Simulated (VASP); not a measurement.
Input:

```
CELL_PARAMETERS angstrom
      3.30689     0.00000     0.00000
     -1.65344     2.86385     0.00000
      0.00000     0.00000     5.80184
ATOMIC_POSITIONS crystal
  Ca 0.00000 0.00000 0.00000
  Ca 0.00000 0.00000 0.50000
  O  0.33333 0.66667 0.25000
  O  0.66667 0.33333 0.75000
```

All values below come from PBEsol GGA, VASP's PBE PAW potentials (set 64) (plane waves; VASP). Run with 520 eV cut-off, Gaussian smearing of 0.050 eV, potentials Ca_sv O.

### Question
Estimate the band gap (along the path) with the smallest direct gap where there is one.

### Answer

```yaml
band gap (along the path): 3.74 eV
smallest direct gap (along the path): 3.74 eV
```

Only differences to runs with the same potentials and settings are physical.

The structure was generated: CaO was put into the NiAs type type (P6_3/mmc), which need not be its known phase. It was relaxed first, which changed the volume by -20 %.
